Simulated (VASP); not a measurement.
Input of a VASP 6.6.1 run:

Contents of INCAR:

```
  ALGO = Fast
  EDIFF = 1E-6
  ENCUT = 520
  GGA = PE
  ISIF = 2
  ISMEAR = 0
  LASPH = True
  LCHARG = True
  LELF = True
  LREAL = False
  LVHAR = True
  LWAVE = False
  NBANDS = 31
  NELM = 100
  PREC = Accurate
  SIGMA = 0.1
```

File KPOINTS:

```
k-points
0
Gamma
  4 4 4
```

Contents of POSCAR:

```
Zn3AsN
1.0
    3.9437193550      0.0000000000      0.0000000000
    0.0000000000      3.9437193550      0.0000000000
    0.0000000000      0.0000000000      3.9437193550
Zn As N
3 1 1
Direct
    0.0000000000      0.5000000000      0.5000000000
    0.5000000000      0.0000000000      0.5000000000
    0.5000000000      0.5000000000      0.0000000000
    0.0000000000      0.0000000000      0.0000000000
    0.5000000000      0.5000000000      0.5000000000
```

Potentials or basis: VASP PAW PBE potentials, release 64 (Zn, As, N).

The run is started by

```console
$ cat potpaw_PBE.64/Zn/POTCAR potpaw_PBE.64/As/POTCAR potpaw_PBE.64/N/POTCAR > POTCAR
$ mpirun -np 1 vasp_std > vasp.out
```

Task: What does it give for the band gap on the k mesh?

Result: 0.83 eV, indirect (least direct gap 0.89 eV).

Task: Estimate the pressure.

Result: 26.0 GPa.

Caveat: so large a pressure means that the cell lies far from this level's equilibrium, or that cutoff or potentials fall short. Expect the measured gap to be larger: semilocal functionals such as PBE lack the derivative discontinuity.
